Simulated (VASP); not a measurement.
# CaIn2 (space group P6_3/mmc): computed properties

These are PBEsol GGA, VASP's PBE PAW potentials (set 64) (plane waves; VASP) values and carry that method's errors.

| Item | Result |
|---|---|
| space group | P6_3/mmc (194) |
| cell | a = 4.871 Å, b = 4.871 Å, c = 7.652 Å, α = 90.00°, β = 90.00°, γ = 120.00° |
| volume per atom | 26.20 Å³/atom |
| band gap (over mesh and band path) | none (metal, semimetal or under 0.01 eV) |
| band gap with spin-orbit coupling | none (metallic) |
| density | 5.70 g/cm³ |

```
CELL_PARAMETERS angstrom
      4.87070     0.00000     0.00000
     -2.43535     4.21815     0.00000
      0.00000     0.00000     7.65202
ATOMIC_POSITIONS crystal
  Ca 0.00000 0.00000 0.75000
  Ca 0.00000 0.00000 0.25000
  In 0.33333 0.66667 0.95161
  In 0.66667 0.33333 0.04839
  In 0.66667 0.33333 0.45161
  In 0.33333 0.66667 0.54839
```

Unless said otherwise, spin-orbit coupling is left out, though it shifts the bands of the heavy elements here.

The structure comes from a computed database's CaIn2 entry (P6_3/mmc); how it stands against other phases isn't given here. It was relaxed first. Symmetry was kept, so distortions that lower it aren't found.
